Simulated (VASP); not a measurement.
# Ac: accuracy against cost in the k-mesh and SCF solver

How sensitive are energy and pressure of Ac to the k-mesh and SCF solver? The series runs use PBEsol. The k-mesh tried: 2 2 2; 3 3 3; 4 4 4; 5 5 5; 6 6 6; 8 8 8; 10 10 10; 12 12 12. The SCF solver tried: ALGO = Normal; ALGO = Fast; ALGO = VeryFast; ALGO = All; ALGO = Damped; AMIX = 0.1, BMIX = 0.01; AMIX = 0.8; IMIX = 1, AMIX = 0.2. The start is a computed cell from the Materials Project.

Calculated with VASP 6.6.1; PBEsol; plane waves and PAW (Ac).

### Step 1. The structure

It takes space group Fm-3m (No. 225, cubic). Conventional cell: a = 5.696 Å, b = 5.696 Å, c = 5.696 Å, α = 90.00°, β = 90.00°, γ = 90.00°. Nearest to Ac lie 12 Ac at 4.03 Å.

Structure file:

```
Ac
1.0
     0.00000    2.84811    2.84811
     2.84811    0.00000    2.84811
     2.84811    2.84811    0.00000
Ac
1
Direct
  0.00000 0.00000 0.00000
```

### Step 2. K-mesh: 2 2 2

The sum over the zone converges with the mesh, fast for insulators and slowly for metals. PBEsol restores the gradient expansion of exchange and is tuned for the cells of solids.

Contents of INCAR:

```
SYSTEM = Ac
PREC = Accurate
ENCUT = 400
EDIFF = 1E-06
NELM = 100
ISMEAR = -1
SIGMA = 0.05
LREAL = .FALSE.
ALGO = Normal
GGA = PS
NBANDS = 11
LASPH = .TRUE.
LORBIT = 11
LWAVE = .FALSE.
LCHARG = .FALSE.
NCORE = 2
ISIF = 2
```

Contents of POSCAR:

```
Ac
1.0
    0.0000000000      2.8481055921      2.8481055921
    2.8481055921      0.0000000000      2.8481055921
    2.8481055921      2.8481055921      0.0000000000
Ac
1
Direct
    0.0000000000      0.0000000000      0.0000000000
```

Contents of KPOINTS:

```
Automatic mesh
0
Gamma
2 2 2
0 0 0
```

PAW data sets: Ac (PBE family, release 64).

Started as:

```
mpirun -np 2 vasp_std
```

What it wrote:

```text
[banner, memory and clock lines left out]
running    2 mpi-ranks, on    1 nodes
 distrk:  each k-point on    2 cores,    1 groups
 distr:  one band on    2 cores,    1 groups

 POSCAR found type information on POSCAR Ac
 POSCAR found :  1 types and       1 ions
|                                                                             |
|               ----> ADVICE to this user running VASP <----                  |
|                                                                             |
|     You enforced a specific xc type in the INCAR file but a different       |
|     [... a line on the potential file left out ...]
|     I HOPE YOU KNOW WHAT YOU ARE DOING!                                     |
|                                                                             |

 LDA part: xc-table for (Slater+PW92), standard interpolation
 POSCAR, INCAR and KPOINTS ok, starting setup
 FFT: planning ... GRIDC
 FFT: planning ... GRID_SOFT
 FFT: planning ... GRID
 WAVECAR not read
 entering main loop
       N       E                     dE             d eps       ncg     rms          rms(c)
DAV:   1     0.653414299232E+02    0.65341E+02   -0.34602E+03    66   0.654E+02
DAV:   2    -0.330396095186E+00   -0.65672E+02   -0.63042E+02    74   0.194E+02
DAV:   3    -0.564386966906E+01   -0.53135E+01   -0.52380E+01    92   0.551E+01
DAV:   4    -0.610818683093E+01   -0.46432E+00   -0.46264E+00   104   0.174E+01
DAV:   5    -0.614396254882E+01   -0.35776E-01   -0.35766E-01   100   0.322E+00    0.204E+00
DAV:   6    -0.611208234828E+01    0.31880E-01   -0.32646E-02   110   0.108E+00    0.115E+00
DAV:   7    -0.609415260754E+01    0.17930E-01   -0.47777E-02   113   0.121E+00    0.821E-02
DAV:   8    -0.609384291774E+01    0.30969E-03   -0.34498E-03    89   0.453E-01    0.292E-02
DAV:   9    -0.609382667825E+01    0.16239E-04   -0.28626E-04   110   0.121E-01    0.190E-02
DAV:  10    -0.609382744164E+01   -0.76339E-06   -0.13067E-05    94   0.276E-02    0.354E-03
DAV:  11    -0.609382775819E+01   -0.31655E-06   -0.38030E-07    72   0.492E-03
   1 F= -.60938278E+01 E0= -.60748415E+01  d E =-.379725E-01
```

It took 4 s on 2 MPI ranks of Intel Xeon Platinum 8488C (Sapphire Rapids), shared host; peak memory 0.24 GiB; 4.7 s of CPU time.

Lines that name or quote the potential files are left out of all logs, and their timing lines are given in words.

Parts of OUTCAR (step 2):

```text
ion  position               nearest neighbor table
   1  0.000  0.000  0.000-

  LATTYP: Found a face centered cubic cell.
 ALAT       =     5.6962111842

 Subroutine GETGRP returns: Found 48 space group operations
 (whereof 48 operations were pure point group operations)

The static configuration has the point symmetry O_h .

 Found      3 irreducible k-points:

   k-points           NKPTS =      3   k-points in BZ     NKDIM =      3   number of bands    NBANDS=     11

   dimension x,y,z NGX =    28 NGY =   28 NGZ =   28
   dimension x,y,z NGXF=    56 NGYF=   56 NGZF=   56

   ENCUT  =  400.0 eV  29.40 Ry    5.42 a.u.   6.57  6.57  6.57*2*pi/ulx,y,z

   NELECT =      11.0000    total number of electrons

 k-points in reciprocal lattice and weights: Automatic mesh
   0.00000000  0.00000000  0.00000000       0.125
   0.50000000  0.00000000  0.00000000       0.500
   0.50000000  0.50000000  0.00000000       0.375

 average (electrostatic) potential at core
       1 -71.9922

 E-fermi :   7.0158

 k-point     1 :       0.0000    0.0000    0.0000
  band No.  band energies     occupation
      1     -29.8628      2.00000
      2      -8.9660      2.00000
      3      -8.9660      2.00000
      4      -8.9660      2.00000
      5       1.6357      2.00000
      6       7.3462      0.00270
      7       7.3462      0.00270
      8       7.3462      0.00270
      9       8.5620      0.00000
     10       9.7957      0.00000
    ...

 k-point     2 :       0.5000    0.0000    0.0000
  band No.  band energies     occupation
      1     -29.7825      2.00000
      2     -10.1612      2.00000
      3      -9.1224      2.00000
      4      -9.1224      2.00000
      5       3.7140      2.00000
      6       7.1134      0.24897
      7       7.1134      0.24897
      8       7.5600      0.00004
      9       8.8347      0.00000
     10      10.0062      0.00000
    ...

 k-point     3 :       0.5000    0.5000    0.0000
  band No.  band energies     occupation
    ...
      2     -10.0801      2.00000
      3      -9.3974      2.00000
      4      -9.3974      2.00000
      5       3.8163      2.00000
      6       4.6137      2.00000
      7       8.6909      0.00000
      8       9.8267      0.00000
      9       9.8267      0.00000
     10      10.3393      0.00000
     11      11.1856      0.00000

  Total       -3.6525482     -3.6525482     -3.6525482      0.0000000     -0.0000000      0.0000000
  in kB     -126.6508994   -126.6508994   -126.6508994      0.0000000     -0.0000000      0.0000000
  external PRESSURE =    -126.6508994 kB  Pullay stress =       0.0000000 kB

  energy-cutoff  :      400.00
  volume of cell :       46.21
      direct lattice vectors                 reciprocal lattice vectors
     0.000000000  2.848105592  2.848105592    -0.175555289  0.175555289  0.175555289
     2.848105592  0.000000000  2.848105592     0.175555289 -0.175555289  0.175555289
     2.848105592  2.848105592  0.000000000     0.175555289  0.175555289 -0.175555289

 POSITION                                       TOTAL-FORCE (eV/Angst)
 -----------------------------------------------------------------------------------
      0.00000      0.00000      0.00000         0.000000     -0.000000      0.000000
 -----------------------------------------------------------------------------------
    total drift:                                0.000000      0.000000      0.000000

  FREE ENERGIE OF THE ION-ELECTRON SYSTEM (eV)
  ---------------------------------------------------
  free  energy   TOTEN  =        -6.0938277582 eV

  energy  without entropy=       -6.0558553022  energy(sigma->0) =       -6.07484153

 total charge
# of ion       s       p       d       f       tot
--------------------------------------------------
    1        2.119   5.451   0.779   0.001   8.350
```

This run has no spin polarisation. Its electron count is odd, so without a moment it is a metal by construction. The PAW data sets were made with PBE, which is usual practice but a small mismatch for other functionals.

Numbers from this step:

| Property | Result |
| --- | --- |
| electronic steps | 11 |
| electrons | 11 |
| bands | 11 |
| irreducible k points | 3 |
| symmetry operations | 48 |
| free energy (TOTEN) | -6.094 eV |
| energy at zero smearing | -6.075 eV |
| Fermi energy | 7.016 eV |
| pressure | -12.67 GPa |
| metallic | yes |

The series starts at -6.0748 eV an atom and -12.67 GPa, after 11 cycles in 4 s.

### Step 3. K-mesh: 3 3 3

INCAR: that of step 2 with these lines changed.

```diff
@@ -15,3 +15,3 @@
 LCHARG = .FALSE.
-NCORE = 2
+KPAR = 2
 ISIF = 2
```

POSCAR is that of step 2.

Contents of KPOINTS:

```
Automatic mesh
0
Gamma
3 3 3
0 0 0
```

Started as:

```
mpirun -np 2 vasp_std
```

What it wrote:

```text
[banner, memory and clock lines left out]
running    2 mpi-ranks, on    1 nodes
[...]
[... a notice as in an earlier step ...]

 LDA part: xc-table for (Slater+PW92), standard interpolation
 POSCAR, INCAR and KPOINTS ok, starting setup
[...]
entering main loop
       N       E                     dE             d eps       ncg     rms          rms(c)
DAV:   1     0.799497357805E+02    0.79950E+02   -0.34249E+03    88   0.657E+02
DAV:   2     0.100798376472E+01   -0.78942E+02   -0.76938E+02   112   0.196E+02
DAV:   3    -0.437345738766E+01   -0.53814E+01   -0.53629E+01   136   0.570E+01
DAV:   4    -0.463989588395E+01   -0.26644E+00   -0.26628E+00   137   0.126E+01
[...]
DAV:   9    -0.461766118414E+01   -0.25612E-04   -0.20795E-04   133   0.106E-01    0.193E-02
DAV:  10    -0.461766277311E+01   -0.15890E-05   -0.73623E-06   133   0.213E-02    0.135E-02
DAV:  11    -0.461766309635E+01   -0.32324E-06   -0.14783E-06    95   0.113E-02
   1 F= -.46176631E+01 E0= -.46029617E+01  d E =-.294029E-01
```

Run time: 4.4 s. Hardware: 2 MPI ranks; peak memory 0.28 GiB; 5.6 s of CPU time.

OUTCAR, selected parts (step 3):

```text
  Total       -1.2754110     -1.2754110     -1.2754110      0.0000000     -0.0000000      0.0000000
  in kB      -44.2244530    -44.2244530    -44.2244530      0.0000000     -0.0000000      0.0000000
  external PRESSURE =     -44.2244530 kB  Pullay stress =       0.0000000 kB

 POSITION                                       TOTAL-FORCE (eV/Angst)
 -----------------------------------------------------------------------------------
      0.00000      0.00000      0.00000        -0.000000      0.000000      0.000000
 -----------------------------------------------------------------------------------
    total drift:                                0.000000      0.000000      0.000000

  FREE ENERGIE OF THE ION-ELECTRON SYSTEM (eV)
  ---------------------------------------------------
  free  energy   TOTEN  =        -4.6176630963 eV

  energy  without entropy=       -4.5882602061  energy(sigma->0) =       -4.60296165

[... 1 part as in an earlier step ...]

[... 2 further parts left out ...]
[key lines of the parts left out:]
E-fermi :   5.8711
```

Against the run before the energy moves by +1471.88 meV an atom and the pressure by +8.24 GPa, after 11 cycles in 4.4 s.

### Step 4. K-mesh: 4 4 4

INCAR is that of step 3.

POSCAR is that of step 3.

Contents of KPOINTS:

```
Automatic mesh
0
Gamma
4 4 4
0 0 0
```

Started as:

```
mpirun -np 2 vasp_std
```

What it wrote:

```text
[... set-up lines as in an earlier step ...]
 entering main loop
       N       E                     dE             d eps       ncg     rms          rms(c)
DAV:   1     0.858534833556E+02    0.85853E+02   -0.36941E+03   176   0.685E+02
DAV:   2     0.430454536393E+01   -0.81549E+02   -0.79775E+02   200   0.208E+02
DAV:   3    -0.398937474885E+01   -0.82939E+01   -0.79290E+01   264   0.662E+01
DAV:   4    -0.438490239171E+01   -0.39553E+00   -0.39491E+00   292   0.152E+01
[...]
DAV:   9    -0.439070093027E+01   -0.28988E-04   -0.20874E-04   276   0.109E-01    0.120E-02
DAV:  10    -0.439069954189E+01    0.13884E-05   -0.82520E-06   266   0.195E-02    0.783E-03
DAV:  11    -0.439069985289E+01   -0.31100E-06   -0.55217E-07   174   0.625E-03
   1 F= -.43906999E+01 E0= -.43869874E+01  d E =-.742483E-02
```

It took 4.6 s on 2 MPI ranks; peak memory 0.28 GiB.

From OUTCAR (step 4):

```text
  Total       -0.4072241     -0.4072241     -0.4072241     -0.0000000      0.0000000      0.0000000
  in kB      -14.1203594    -14.1203594    -14.1203594     -0.0000000      0.0000000      0.0000000
  external PRESSURE =     -14.1203594 kB  Pullay stress =       0.0000000 kB

 POSITION                                       TOTAL-FORCE (eV/Angst)
 -----------------------------------------------------------------------------------
      0.00000      0.00000      0.00000        -0.000000     -0.000000     -0.000000
 -----------------------------------------------------------------------------------
    total drift:                                0.000000      0.000000      0.000000

  FREE ENERGIE OF THE ION-ELECTRON SYSTEM (eV)
  ---------------------------------------------------
  free  energy   TOTEN  =        -4.3906998529 eV

  energy  without entropy=       -4.3832750247  energy(sigma->0) =       -4.38698744

[... 1 part as in an earlier step ...]

[... 2 further parts left out ...]
[key lines of the parts left out:]
E-fermi :   5.7982
```

Against the run before the energy moves by +215.97 meV an atom and the pressure by +3.01 GPa, after 11 cycles in 4.6 s.

### Step 5. K-mesh: 5 5 5

INCAR is that of step 4.

POSCAR is that of step 4.

Contents of KPOINTS:

```
Automatic mesh
0
Gamma
5 5 5
0 0 0
```

Started as:

```
mpirun -np 2 vasp_std
```

What it wrote:

```text
[... set-up lines as in an earlier step ...]
 entering main loop
       N       E                     dE             d eps       ncg     rms          rms(c)
DAV:   1     0.744158168201E+02    0.74416E+02   -0.35251E+03   220   0.673E+02
DAV:   2     0.229845031600E+01   -0.72117E+02   -0.70742E+02   252   0.198E+02
DAV:   3    -0.411223518583E+01   -0.64107E+01   -0.63198E+01   352   0.592E+01
DAV:   4    -0.440154637680E+01   -0.28931E+00   -0.28828E+00   386   0.123E+01
[...]
DAV:   9    -0.438452249920E+01   -0.21882E-04   -0.12564E-04   338   0.863E-02    0.875E-03
DAV:  10    -0.438452112659E+01    0.13726E-05   -0.50528E-06   332   0.172E-02    0.557E-03
DAV:  11    -0.438452093310E+01    0.19349E-06   -0.32798E-07   189   0.492E-03
   1 F= -.43845209E+01 E0= -.43687058E+01  d E =-.316303E-01
```

Wall time 5.2 s (2 MPI ranks); peak memory 0.29 GiB; 6.6 s of CPU time.

Parts of OUTCAR (step 5):

```text
  Total       -0.4327824     -0.4327824     -0.4327824      0.0000000      0.0000000      0.0000000
  in kB      -15.0065881    -15.0065881    -15.0065881      0.0000000      0.0000000      0.0000000
  external PRESSURE =     -15.0065881 kB  Pullay stress =       0.0000000 kB

 POSITION                                       TOTAL-FORCE (eV/Angst)
 -----------------------------------------------------------------------------------
      0.00000      0.00000      0.00000        -0.000000     -0.000000      0.000000
 -----------------------------------------------------------------------------------
    total drift:                                0.000000      0.000000      0.000000

  FREE ENERGIE OF THE ION-ELECTRON SYSTEM (eV)
  ---------------------------------------------------
  free  energy   TOTEN  =        -4.3845209331 eV

  energy  without entropy=       -4.3528906597  energy(sigma->0) =       -4.36870580

[... 1 part as in an earlier step ...]

[... 2 further parts left out ...]
[key lines of the parts left out:]
E-fermi :   5.8030
```

Against the run before the energy moves by +18.28 meV an atom and the pressure by -0.09 GPa, after 11 cycles in 5.2 s.

### Step 6. K-mesh: 6 6 6

INCAR is that of step 5.

POSCAR is that of step 5.

Contents of KPOINTS:

```
Automatic mesh
0
Gamma
6 6 6
0 0 0
```

Started as:

```
mpirun -np 2 vasp_std
```

What it wrote:

```text
[... set-up lines as in an earlier step ...]
 entering main loop
       N       E                     dE             d eps       ncg     rms          rms(c)
DAV:   1     0.817343123483E+02    0.81734E+02   -0.36241E+03   352   0.676E+02
DAV:   2     0.228941337737E+01   -0.79445E+02   -0.78213E+02   392   0.206E+02
DAV:   3    -0.423868937977E+01   -0.65281E+01   -0.63194E+01   582   0.613E+01
DAV:   4    -0.450767818705E+01   -0.26899E+00   -0.26684E+00   577   0.117E+01
[...]
DAV:   9    -0.448980711377E+01   -0.21007E-04   -0.12037E-04   605   0.835E-02    0.665E-03
DAV:  10    -0.448980440709E+01    0.27067E-05   -0.99565E-06   567   0.196E-02    0.525E-03
DAV:  11    -0.448980451040E+01   -0.10330E-06   -0.37504E-07   306   0.507E-03
   1 F= -.44898045E+01 E0= -.44830946E+01  d E =-.134198E-01
```

Run time: 5.8 s. Hardware: 2 MPI ranks; peak memory 0.29 GiB; 7.7 s of CPU time.

OUTCAR, selected parts (step 6):

```text
  Total       -0.5721550     -0.5721550     -0.5721550      0.0000000      0.0000000     -0.0000000
  in kB      -19.8392844    -19.8392844    -19.8392844      0.0000000      0.0000000     -0.0000000
  external PRESSURE =     -19.8392844 kB  Pullay stress =       0.0000000 kB

 POSITION                                       TOTAL-FORCE (eV/Angst)
 -----------------------------------------------------------------------------------
      0.00000      0.00000      0.00000        -0.000000      0.000000     -0.000000
 -----------------------------------------------------------------------------------
    total drift:                                0.000000      0.000000      0.000000

  FREE ENERGIE OF THE ION-ELECTRON SYSTEM (eV)
  ---------------------------------------------------
  free  energy   TOTEN  =        -4.4898045104 eV

  energy  without entropy=       -4.4763847327  energy(sigma->0) =       -4.48309462

[... 1 part as in an earlier step ...]

[... 2 further parts left out ...]
[key lines of the parts left out:]
E-fermi :   5.7713
```

Against the run before the energy moves by -114.39 meV an atom and the pressure by -0.48 GPa, after 11 cycles in 5.8 s.

### Step 7. K-mesh: 8 8 8

INCAR is that of step 6.

POSCAR is that of step 6.

Contents of KPOINTS:

```
Automatic mesh
0
Gamma
8 8 8
0 0 0
```

Started as:

```
mpirun -np 2 vasp_std
```

What it wrote:

```text
[... set-up lines as in an earlier step ...]
 entering main loop
       N       E                     dE             d eps       ncg     rms          rms(c)
DAV:   1     0.775075343756E+02    0.77508E+02   -0.36027E+03   638   0.671E+02
DAV:   2     0.235791715363E+01   -0.75150E+02   -0.73318E+02   734   0.197E+02
DAV:   3    -0.419839735692E+01   -0.65563E+01   -0.64957E+01  1015   0.623E+01
DAV:   4    -0.448973455224E+01   -0.29134E+00   -0.28039E+00  1033   0.122E+01
[...]
DAV:   9    -0.447614091169E+01   -0.24864E-04   -0.14850E-04  1048   0.924E-02    0.823E-03
DAV:  10    -0.447613968826E+01    0.12234E-05   -0.78348E-06   991   0.191E-02    0.608E-03
DAV:  11    -0.447613980342E+01   -0.11516E-06   -0.31970E-07   563   0.462E-03
   1 F= -.44761398E+01 E0= -.44686721E+01  d E =-.149355E-01
```

Run time: 6.6 s. Hardware: 2 MPI ranks; peak memory 0.3 GiB.

From OUTCAR (step 7):

```text
  Total       -0.5454864     -0.5454864     -0.5454864     -0.0000000     -0.0000000      0.0000000
  in kB      -18.9145595    -18.9145595    -18.9145595     -0.0000000     -0.0000000      0.0000000
  external PRESSURE =     -18.9145595 kB  Pullay stress =       0.0000000 kB

  FREE ENERGIE OF THE ION-ELECTRON SYSTEM (eV)
  ---------------------------------------------------
  free  energy   TOTEN  =        -4.4761398034 eV

  energy  without entropy=       -4.4612043259  energy(sigma->0) =       -4.46867206

[... 2 parts as in an earlier step ...]

[... 2 further parts left out ...]
[key lines of the parts left out:]
E-fermi :   5.7694
```

Against the run before the energy moves by +14.42 meV an atom and the pressure by +0.09 GPa, after 11 cycles in 6.6 s.

### Step 8. K-mesh: 10 10 10

INCAR is that of step 7.

POSCAR is that of step 7.

Contents of KPOINTS:

```
Automatic mesh
0
Gamma
10 10 10
0 0 0
```

Started as:

```
mpirun -np 2 vasp_std
```

What it wrote:

```text
[... set-up lines as in an earlier step ...]
 entering main loop
       N       E                     dE             d eps       ncg     rms          rms(c)
DAV:   1     0.813595744232E+02    0.81360E+02   -0.36069E+03  1034   0.679E+02
DAV:   2     0.180152215150E+01   -0.79558E+02   -0.77903E+02  1210   0.197E+02
DAV:   3    -0.419288278666E+01   -0.59944E+01   -0.58846E+01  1578   0.578E+01
DAV:   4    -0.448570777713E+01   -0.29282E+00   -0.29175E+00  1707   0.129E+01
[...]
DAV:   9    -0.447386943117E+01   -0.22412E-04   -0.12823E-04  1768   0.866E-02    0.856E-03
DAV:  10    -0.447386757713E+01    0.18540E-05   -0.79705E-06  1662   0.185E-02    0.612E-03
DAV:  11    -0.447386772058E+01   -0.14344E-06   -0.31774E-07   858   0.498E-03
   1 F= -.44738677E+01 E0= -.44657638E+01  d E =-.162079E-01
```

It took 8.4 s on 2 MPI ranks; peak memory 0.31 GiB.

Parts of OUTCAR (step 8):

```text
  Total       -0.5472722     -0.5472722     -0.5472722      0.0000000      0.0000000      0.0000000
  in kB      -18.9764841    -18.9764841    -18.9764841      0.0000000      0.0000000      0.0000000
  external PRESSURE =     -18.9764841 kB  Pullay stress =       0.0000000 kB

  FREE ENERGIE OF THE ION-ELECTRON SYSTEM (eV)
  ---------------------------------------------------
  free  energy   TOTEN  =        -4.4738677206 eV

  energy  without entropy=       -4.4576598474  energy(sigma->0) =       -4.46576378

[... 2 parts as in an earlier step ...]

[... 2 further parts left out ...]
[key lines of the parts left out:]
E-fermi :   5.8084
```

Against the run before the energy moves by +2.91 meV an atom and the pressure by -0.01 GPa, after 11 cycles in 8.4 s.

[end of part 1 of 3]

[Lines on the potential files, build, host, timing and source positions are cut from VASP's logs without a mark.]

[Logs are printed without paths, hosts, clocks, repeated set-up lines and the standing remarks that a program may print on its own settings, such as how far it seeks lower states.]

[Hosts, paths, dates, database ids (printed as entryN), source tags and the programs' standing remarks are cut or masked in the printed files.]

[A measured line is paired with the nearest computed mode of its activity, which favours agreement.]
